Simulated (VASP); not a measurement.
Cost and result of VASP (PAW) for the bulk modulus of HfN (rock salt). Static lattice, third-order Birch-Murnaghan fit over five volumes. The cost counts the five points of the equation of state, each on the mesh and cut-off of its row, so the ratios hold those differences too. With PBE it took about 3 core-minutes. Costs are core time on shared hosts, one run each; read them as rough ratios.

| level | k-mesh | cut-off (eV) | bulk modulus (GPa) | cost over PBE |
|---|---|---|---|---|
| LDA | 14×14×14 | 520 | 308 | within a factor of 2 |
| PBEsol | 14×14×14 | 520 | 292 | within a factor of 2 |
| PBE | 14×14×14 | 520 | 270 | reference |
| r2SCAN | 14×14×14 | 520 | 289 | about 6 times |
| SCAN | 14×14×14 | 520 | (withheld) | (withheld) |

Problem. Fill in the missing entries.

Solution. 
- SCAN, bulk modulus (GPa): 295
- SCAN, cost over PBE: about 7 times

Left out are levels that failed, ran on another kind of processor or have no fit band path; at most nine are shown.

The compound is HfN in the rock salt structure.
